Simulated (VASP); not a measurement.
Input:

```xyz
8
Lattice="5.9508 0.0000 0.0000 0.0000 5.9508 0.0000 0.0000 0.0000 5.9508" Properties=species:S:1:pos:R:3 pbc="T T T"
Hg     5.9156     5.9156     5.9156
Hg     3.0106     3.0106     5.9156
Hg     3.0106     5.9156     3.0106
Hg     5.9156     3.0106     3.0106
Se     1.4877     1.4877     1.4877
S      4.4631     4.4631     1.4877
S      4.4631     1.4877     4.4631
S      1.4877     4.4631     4.4631
```

Level of theory: PBEsol GGA, VASP's PBE PAW potentials (set 64) (plane waves; VASP). Settings: 400 eV cut-off, Gaussian smearing of 0.050 eV, potentials Hg Se S.

Unless said otherwise, spin-orbit coupling is left out, though it shifts the bands of the heavy elements here.

### Question
Predict the band gap (along the path) with the smallest direct gap where there is one.

### Answer

| Quantity | Value |
|---|---|
| band gap (along the path) | none (metal, semimetal or under 0.01 eV) |

Only differences to runs with the same potentials and settings are physical.

The structure was generated: Hg4S3Se was put into an ordered model structure (P-43m), which need not be its known phase. It was relaxed first.
